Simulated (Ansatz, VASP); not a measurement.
# Si: VASP beside Ansatz

File INCAR:

```
SYSTEM = Si
PREC = Accurate ; ENCUT = 520
EDIFF = 1E-6 ; ISMEAR = 0
SIGMA = 0.05 ; LREAL = .False.
LASPH = .True. ; NELM = 80
ALGO = Normal ; ISIF = 2
LWAVE = .False. ; LCHARG = .True.
LELF = .True. ; LVHAR = .True.
NBANDS = 11
```

The input KPOINTS:

```
Automatic mesh
0
Gamma
  12 12 12
  0 0 0
```

File POSCAR:

```
Si
1.0
    0.0000000000      2.7413101794      2.3698626501
    2.7413101794      0.0000000000      2.3698626501
    2.7413101794      2.7413101794      0.0000000000
Si
2
Direct
    0.5000000000      0.5000000000      0.5000000000
    0.7500000000      0.7500000000      0.7500000000
```

Input for Ansatz:

```yaml
crystal:
  lattice:
    - [0.0, 2.7413101794, 2.3698626501]
    - [2.7413101794, 0.0, 2.3698626501]
    - [2.7413101794, 2.7413101794, 0.0]
  atoms:
    - { symbol: Si, position: [0.5, 0.5, 0.5] }
    - { symbol: Si, position: [0.75, 0.75, 0.75] }
basis:
  ecutwfc: 420
kpoints:
  mp_grid: { grid: [12, 12, 12] }
hamiltonian:
  xc: lda
  pseudopotentials: { kind: paw, azcp: { folder: soft_1 } }
scf:
  occupations: { method: gaussian, width: 0.05 }
output:
  forces: true
  stress: true
  eigenvalues: true
```

Alike in both runs: task single point; functional LDA; k mesh 12 × 12 × 12; occupations gaussian, width 0.05 eV; no spin polarisation.

|  | VASP | Ansatz |
| --- | --- | --- |
| version | VASP 6.6.1 | Ansatz 0.2.0 |
| potentials or method | VASP PAW LDA potentials, release 64 (Si) | scalar-relativistic, plane waves, PAW |
| plane-wave cutoff (eV) | 520 | 420 |
| valence electrons in the cell | 8 | 8 |

```csv
,VASP,Ansatz,Ansatz less VASP
gap on the k mesh at the Fermi level (eV),none,none,-
pressure (GPa),10.7,10.6,-0.08
largest component of the traceless stress (GPa),5.36,5.37,+0.012
```

A gap of «none» marks a metal or a gap that the smearing closes. Ansatz warned: «pseudo_functional_mismatch».
